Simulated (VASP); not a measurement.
## HfTe (relaxed from the rock salt structure, space group Fm-3m): computed properties

Method: PBEsol GGA, VASP's PBE PAW potentials (set 64) (plane waves; VASP).

```json
{
  "space_group": "Fm-3m (225)",
  "cell": "a = b = c = 5.7490 Å, α = β = γ = 90.00°",
  "volume_per_atom": "23.75 Å³/atom",
  "band gap (over mesh and band path)": "none (metal, semimetal or under 0.01 eV)",
  "density": "10.70 g/cm³"
}
```

```yaml
crystal:
  lattice:
    - [0.00000, 2.87450, 2.87450]
    - [2.87450, 0.00000, 2.87450]
    - [2.87450, 2.87450, 0.00000]
  atoms:
    - { symbol: Hf, position: [0.00000, 0.00000, 0.00000] }
    - { symbol: Te, position: [0.50000, 0.50000, 0.50000] }
```

Unless said otherwise, spin-orbit coupling is left out, though it shifts the bands of the heavy elements here.

The structure was generated: HfTe was put into the rock salt type (Fm-3m), which need not be its known phase. It was relaxed first, which changed the volume by -39 %. Symmetry was kept, so distortions that lower it aren't found.
